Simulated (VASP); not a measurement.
# Driving VASP from ASE on Bi2Se3 (Paraguanajuatite), part 2 of 4

Do ASE scripts that read Bi2Se3 (Paraguanajuatite) from different structure formats give one answer, and do several routes find one equilibrium volume? All runs use PBEsol. Left out of this account: at least 1 further run (fields: a reference on another mesh). The start is a cell from a database of measured crystal structures.

VASP 6.6.1; PBEsol; plane waves and PAW (Bi_d, Se).

So far. Step 2 (Total energy, forces and stress (PBEsol, through ASE)): The pressure is -0.30 GPa and the largest force 0.163 eV/Å, so the cell is not at a minimum at these settings.

**3. Total energy, forces and stress (PBEsol, through ASE), try 2**

System of this step: Bi2Se3 (Paraguanajuatite). The structure is trigonal, space group R-3m (No. 166). The conventional cell has a = 4.143 Å, b = 4.143 Å, c = 28.636 Å, α = 90.00°, β = 90.00°, γ = 120.00°. Nearest to Bi lie 6 Se at 2.85 to 3.07 Å. Nearest to Se lie 6 Bi at 3.07 Å. Nearest to Se lie 3 Bi at 2.85 Å. Farther neighbours and most contacts between anions are not listed.

The single point through ASE, with the structure read from a CIF with its space group. The file expands to the conventional cell of 15 atoms, on a 6×6×1 mesh.

File run.py:

```python
import numpy as np
from ase.calculators.vasp import Vasp
from ase.io import read
from ase.dft.bandgap import bandgap

atoms = read('Bi2Se3.cif')

calc = Vasp(
    xc='pbesol',
    pp='PBE',
    prec='Accurate',
    encut=400,
    ediff=1e-06,
    nelm=100,
    ismear=-1,
    sigma=0.05,
    lreal=False,
    algo='Normal',
    nbands=89,
    lorbit=11,
    lwave=False,
    lcharg=False,
    kpar=4,
    isif=2,
    pp_version='64',
    setups={'Bi': '_d', 'Se': ''},
    kpts=(6, 6, 1),
    gamma=True,
    txt='vasp.out',
)
atoms.calc = calc

print("energy (eV):", round(atoms.get_potential_energy(), 6))
print("Fermi level (eV):", round(calc.get_fermi_level(), 4))
print("forces (eV/A):")
print(np.round(atoms.get_forces(), 4))
print("stress (GPa, Voigt, tension positive):", np.round(atoms.get_stress() * 160.21766, 3))
gap, p1, p2 = bandgap(calc, direct=False)
print("gap on the mesh (eV):", round(gap, 4))
```

File Bi2Se3.cif:

```cif
data_Bi2Se3
_cell_length_a 4.14300000
_cell_length_b 4.14300000
_cell_length_c 28.63600000
_cell_angle_alpha 90.00000000
_cell_angle_beta 90.00000000
_cell_angle_gamma 120.00000000
_space_group_name_H-M_alt 'R-3m'
_space_group_name_Hall '-R 3 2"'
_space_group_IT_number 166
loop_
_space_group_symop_operation_xyz
'x,y,z'
'-x,-y,-z'
'-y,x-y,z'
'y,-x+y,-z'
'-x+y,-x,z'
'x-y,x,-z'
'y,x,-z'
'-y,-x,z'
'x-y,-y,-z'
'-x+y,y,z'
'-x,-x+y,-z'
'x,x-y,z'
'x+2/3,y+1/3,z+1/3'
'-x+2/3,-y+1/3,-z+1/3'
'-y+2/3,x-y+1/3,z+1/3'
'y+2/3,-x+y+1/3,-z+1/3'
'-x+y+2/3,-x+1/3,z+1/3'
'x-y+2/3,x+1/3,-z+1/3'
'y+2/3,x+1/3,-z+1/3'
'-y+2/3,-x+1/3,z+1/3'
'x-y+2/3,-y+1/3,-z+1/3'
'-x+y+2/3,y+1/3,z+1/3'
'-x+2/3,-x+y+1/3,-z+1/3'
'x+2/3,x-y+1/3,z+1/3'
'x+1/3,y+2/3,z+2/3'
'-x+1/3,-y+2/3,-z+2/3'
'-y+1/3,x-y+2/3,z+2/3'
'y+1/3,-x+y+2/3,-z+2/3'
'-x+y+1/3,-x+2/3,z+2/3'
'x-y+1/3,x+2/3,-z+2/3'
'y+1/3,x+2/3,-z+2/3'
'-y+1/3,-x+2/3,z+2/3'
'x-y+1/3,-y+2/3,-z+2/3'
'-x+y+1/3,y+2/3,z+2/3'
'-x+1/3,-x+y+2/3,-z+2/3'
'x+1/3,x-y+2/3,z+2/3'
loop_
_atom_site_label
_atom_site_type_symbol
_atom_site_symmetry_multiplicity
_atom_site_Wyckoff_symbol
_atom_site_fract_x
_atom_site_fract_y
_atom_site_fract_z
_atom_site_occupancy
Bi1 Bi 6 c 0.3333333333 0.6666666667 0.0674666667 1
Se1 Se 3 a 0.0000000000 0.0000000000 0.0000000000 1
Se2 Se 6 c 0.0000000000 0.0000000000 0.2117000000 1
```

PAW data sets: Bi_d and Se (PBE family, release 64).

Started as:

```bash
export ASE_VASP_COMMAND="mpirun -np 4 vasp_std"
python run.py
```

What it wrote:

```text
energy (eV): -66.14168
Fermi level (eV): 4.8919
forces (eV/A):
[[-0.     -0.     -0.191 ]
 [ 0.      0.      0.191 ]
 [ 0.     -0.     -0.191 ]
 [ 0.      0.      0.191 ]
 [-0.     -0.     -0.191 ]
 [ 0.      0.      0.191 ]
 [ 0.      0.     -0.    ]
 [ 0.      0.     -0.    ]
 [ 0.      0.     -0.    ]
 [-0.     -0.     -0.0995]
 [ 0.      0.      0.0995]
 [-0.      0.     -0.0995]
 [-0.      0.      0.0995]
 [-0.     -0.     -0.0995]
 [ 0.      0.      0.0995]]
stress (GPa, Voigt, tension positive): [0.35  0.35  0.328 0.    0.    0.   ]
gap on the mesh (eV): 0.1418
```

Run time: 57 s. Hardware: 4 MPI ranks of Intel Xeon Platinum 8488C (Sapphire Rapids), shared host; peak memory 1.8 GiB.

The INCAR that ASE wrote:

```
ENCUT = 400.000000
SIGMA = 0.050000
EDIFF = 1.00e-06
ALGO = Normal
GGA = PS
PREC = Accurate
ISIF = 2
ISMEAR = -1
KPAR = 4
LORBIT = 11
NBANDS = 89
NELM = 100
LCHARG = .FALSE.
LWAVE = .FALSE.
LREAL = .FALSE.
```

ASE turned this into the KPOINTS:

```
KPOINTS created by Atomic Simulation Environment
0
Gamma
6 6 1
0 0 0
```

vasp.out:

```text
[banner, memory and clock lines left out]
running    4 mpi-ranks, on    1 nodes
 distrk:  each k-point on    1 cores,    4 groups
 distr:  one band on    1 cores,    1 groups

 POSCAR found type information on POSCAR BiSe
 POSCAR found :  2 types and      15 ions
 [... a notice as in an earlier step ...]

 LDA part: xc-table for (Slater+PW92), standard interpolation
 POSCAR, INCAR and KPOINTS ok, starting setup
 FFT: planning ... GRIDC
 FFT: planning ... GRID_SOFT
 FFT: planning ... GRID
 WAVECAR not read
 entering main loop
       N       E                     dE             d eps       ncg     rms          rms(c)
DAV:   1     0.143518853757E+04    0.14352E+04   -0.57919E+04  1246   0.140E+03
DAV:   2     0.144582468299E+03   -0.12906E+04   -0.12435E+04  1310   0.397E+02
DAV:   3    -0.548500358235E+02   -0.19943E+03   -0.19053E+03  1528   0.176E+02
DAV:   4    -0.677330251212E+02   -0.12883E+02   -0.12619E+02  1412   0.447E+01
DAV:   5    -0.683364110457E+02   -0.60339E+00   -0.60059E+00  1682   0.918E+00    0.869E+00
DAV:   6    -0.661416721041E+02    0.21947E+01   -0.38082E+00  1610   0.761E+00    0.543E+00
DAV:   7    -0.661377211456E+02    0.39510E-02   -0.12264E+00  1586   0.281E+00    0.242E+00
DAV:   8    -0.661455559210E+02   -0.78348E-02   -0.17700E-01  1515   0.139E+00    0.737E-01
DAV:   9    -0.661423985659E+02    0.31574E-02   -0.10444E-02  1498   0.515E-01    0.232E-01
DAV:  10    -0.661429736461E+02   -0.57508E-03   -0.70699E-03  1411   0.223E-01    0.795E-02
DAV:  11    -0.661430337821E+02   -0.60136E-04   -0.51404E-04  1618   0.821E-02    0.476E-02
DAV:  12    -0.661430740931E+02   -0.40311E-04   -0.15121E-04  1555   0.333E-02    0.187E-02
DAV:  13    -0.661430737472E+02    0.34587E-06   -0.19596E-05  1651   0.241E-02    0.630E-03
DAV:  14    -0.661430734627E+02    0.28448E-06   -0.28129E-06  1161   0.598E-03
   1 F= -.66143073E+02 E0= -.66141680E+02  d E =-.278703E-02
```

OUTCAR, selected parts (step 3):

```text
  LATTYP: Found a hexagonal cell.
 ALAT       =     4.1430000000
 C/A-ratio  =     6.9118995897

The static configuration has the point symmetry D_3d.

 Found      7 irreducible k-points:

   k-points           NKPTS =      7   k-points in BZ     NKDIM =      7   number of bands    NBANDS=     89

   dimension x,y,z NGX =    28 NGY =   28 NGZ =  192
   dimension x,y,z NGXF=    56 NGYF=   56 NGZF=  384

   ENCUT  =  400.0 eV  29.40 Ry    5.42 a.u.   6.76  6.76 46.70*2*pi/ulx,y,z

   NELECT =     144.0000    total number of electrons

 E-fermi :   4.8919

 k-point     1 :       0.0000    0.0000    0.0000
  band No.  band energies     occupation
    ...
     68       3.6247      2.00000
     69       3.6247      2.00000
     70       4.4391      1.99977
     71       4.4391      1.99977
     72       4.8209      1.61108
     73       4.9627      0.39075
     74       5.3267      0.00033
     75       5.3267      0.00033
     76       6.1852      0.00000
     77       6.1852      0.00000
    ...

 k-point     2 :       0.1667    0.0000    0.0000
  band No.  band energies     occupation
    ...
     68       3.7764      2.00000
     69       3.9551      2.00000
     70       4.1838      2.00000
     71       4.3855      1.99992
     72       4.4217      1.99984
     73       5.7343      0.00000
     74       5.7710      0.00000
     75       6.1371      0.00000
     76       6.4743      0.00000
     77       6.5559      0.00000
    ...

  Total       -0.9297093     -0.9297093     -0.8713807      0.0000000     -0.0000000     -0.0000000
  in kB       -3.4993300     -3.4993300     -3.2797872      0.0000000     -0.0000000     -0.0000000
  external PRESSURE =      -3.4261491 kB  Pullay stress =       0.0000000 kB

  energy-cutoff  :      400.00
  volume of cell :      425.67
      direct lattice vectors                 reciprocal lattice vectors
     4.143000000  0.000000000  0.000000000     0.241370987  0.139355604  0.000000000
    -2.071500000  3.587943248  0.000000000     0.000000000  0.278711209  0.000000000
     0.000000000  0.000000000 28.636000000     0.000000000  0.000000000  0.034921078

 POSITION                                       TOTAL-FORCE (eV/Angst)
 -----------------------------------------------------------------------------------
     -0.00000      2.39196      1.93198        -0.000000     -0.000000     -0.190987
      2.07150      1.19598     26.70402         0.000000      0.000000      0.190987
      4.14300      0.00000     11.47731         0.000000     -0.000000     -0.190987
      0.00000      2.39196      7.61336         0.000000      0.000000      0.190987
      2.07150      1.19598     21.02264        -0.000000     -0.000000     -0.190987
     -2.07150      3.58794     17.15869         0.000000      0.000000      0.190987
      0.00000      0.00000      0.00000         0.000000      0.000000     -0.000000
      2.07150      1.19598      9.54533         0.000000      0.000000     -0.000000
      0.00000      2.39196     19.09067         0.000000      0.000000     -0.000000
      0.00000      0.00000      6.06224        -0.000000     -0.000000     -0.099515
      0.00000      0.00000     22.57376         0.000000      0.000000      0.099515
      2.07150      1.19598     15.60757        -0.000000      0.000000     -0.099515
      2.07150      1.19598      3.48309        -0.000000      0.000000      0.099515
      0.00000      2.39196     25.15291        -0.000000     -0.000000     -0.099515
      0.00000      2.39196     13.02843         0.000000      0.000000      0.099515
 -----------------------------------------------------------------------------------
    total drift:                               -0.000000      0.000000      0.000000

  FREE ENERGIE OF THE ION-ELECTRON SYSTEM (eV)
  ---------------------------------------------------
  free  energy   TOTEN  =       -66.1430734627 eV

  energy  without entropy=      -66.1402864316  energy(sigma->0) =      -66.14167995

 total charge
# of ion       s       p       d       tot
------------------------------------------
    1        1.610   1.071   9.962  12.643
    2        1.610   1.071   9.962  12.643
    3        1.610   1.071   9.962  12.643
    4        1.610   1.071   9.962  12.643
    5        1.610   1.071   9.962  12.643
    6        1.610   1.071   9.962  12.643
    7        1.474   2.305   0.021   3.800
    8        1.474   2.305   0.021   3.800
    9        1.474   2.305   0.021   3.800
   10        1.493   2.251   0.023   3.767
   11        1.493   2.251   0.023   3.767
   12        1.493   2.251   0.023   3.767
   13        1.493   2.251   0.023   3.767
   14        1.493   2.251   0.023   3.767
   15        1.493   2.251   0.023   3.767
--------------------------------------------------
tot         23.041  26.845  59.975 109.860

[... 1 part as in an earlier step ...]

[... 7 further parts left out ...]
```

This step gave:

- SCF cycles: 14
- electrons: 144
- bands: 89
- irreducible k-points: 7
- free energy (TOTEN): -66.1431 eV
- energy at zero smearing: -66.1417 eV
- Fermi energy: 4.892 eV
- pressure: -0.3426 GPa
- gap on the k-mesh: 0.1418 eV
- least direct gap on the k-mesh: 0.1418 eV

Force by atom:

```tsv
atom	x (eV/Å)	y (eV/Å)	z (eV/Å)	size
Bi1	0.000	0.000	-0.191	0.191
Bi2	0.000	0.000	0.191	0.191
Bi3	0.000	0.000	-0.191	0.191
Bi4	0.000	0.000	0.191	0.191
Bi5	0.000	0.000	-0.191	0.191
Bi6	0.000	0.000	0.191	0.191
Se7	0.000	0.000	0.000	0.000
Se8	0.000	0.000	0.000	0.000
Se9	0.000	0.000	0.000	0.000
Se10	0.000	0.000	-0.100	0.100
Se11	0.000	0.000	0.100	0.100
Se12	0.000	0.000	-0.100	0.100
Se13	0.000	0.000	0.100	0.100
Se14	0.000	0.000	-0.100	0.100
Se15	0.000	0.000	0.100	0.100
```

The energy lies -0.48 meV an atom from the first script, since this cell and mesh sample the zone at other points.

[end of part 2 of 4]

[Lines on the potential files, build, host, timing and source positions are cut from VASP's logs without a mark.]

[Logs are printed without paths, hosts, clocks, repeated set-up lines and the standing remarks that a program may print on its own settings, such as how far it seeks lower states.]

[Hosts, paths, dates, database ids (printed as entryN), source tags and the programs' standing remarks are cut or masked in the printed files.]

[A measured line is paired with the nearest computed mode of its activity, which favours agreement.]

[In band tables of VASP the shares of atoms and orbitals are scaled to a sum of 1 inside the atoms' spheres.]
